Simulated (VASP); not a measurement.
Wanted: the native input for a VASP 6.6.1 run.

| Item | Value |
| --- | --- |
| Task | relaxation of cell and atoms |
| Functional | PBE |
| Potentials or basis | VASP PAW PBE potentials, release 64 (Si, B) |
| Cutoff | 520 eV |
| k mesh | 10 × 6 × 8 |
| Occupations | gaussian, width 0.1 eV |
| Spin | no spin polarisation |
| Further INCAR settings | ALGO = Normal; EDIFF = 1e-06; IBRION = 2; EDIFFG = -0.01; NSW = 90; ISIF = 3 |

The structure of SiB2 lies in POSCAR:

```
SiB2
1.0
    2.9490000000      0.0000000000      0.0000000000
    0.0000000000      4.7650000000      0.0000000000
    0.0000000000      0.0000000000      3.7560000000
Si B
2 4
Direct
    0.5000000000      0.5000000000      0.1344515400
    0.0000000000      0.0000000000      0.8655484600
    0.5000000000      0.6974816400      0.6152822200
    0.5000000000      0.3025183600      0.6152822200
    0.0000000000      0.1974816400      0.3847177800
    0.0000000000      0.8025183600      0.3847177800
```

The cell was built by a generator and needn't be a form met in nature.

The input as run:

INCAR

```
PREC = Accurate
ENCUT = 520
EDIFF = 1E-6
ISMEAR = 0
SIGMA = 0.1
LREAL = F
LASPH = T
NELM = 120
ALGO = Normal
ISIF = 3
LWAVE = F
LCHARG = F
GGA = PE
IBRION = 2
NSW = 90
EDIFFG = -0.01
KPAR = 4
```

KPOINTS

```
Automatic mesh
0
Gamma
  10 6 8
```

Potentials or basis: VASP PAW PBE potentials, release 64 (Si, B).

The run is started by

```sh
$ cat potpaw_PBE.64/Si/POTCAR potpaw_PBE.64/B/POTCAR > POTCAR
$ mpirun -np 4 vasp_std > vasp.out
```

It gave:

The relaxed volume is 8.78 Å³/atom. The relaxed cell is a = 2.958 Å, b = 4.767 Å, c = 3.734 Å, α = 90.00°, β = 90.00°, γ = 90.00°. The space group after relaxing (to 0.05 Å) is Pmmn (No. 59) and the energy gained by relaxing is 0.5 meV/atom. The ionic steps are 7 and the pressure after relaxing is 0.0 GPa. The largest force after relaxing is 0.007 eV/Å and the band gap on the k mesh is none (metal or under the smearing width).

Run time: 42 s on 4 MPI ranks on AMD EPYC 9R14 (Zen 4), on a shared host, peak memory 0.19 GiB a rank.
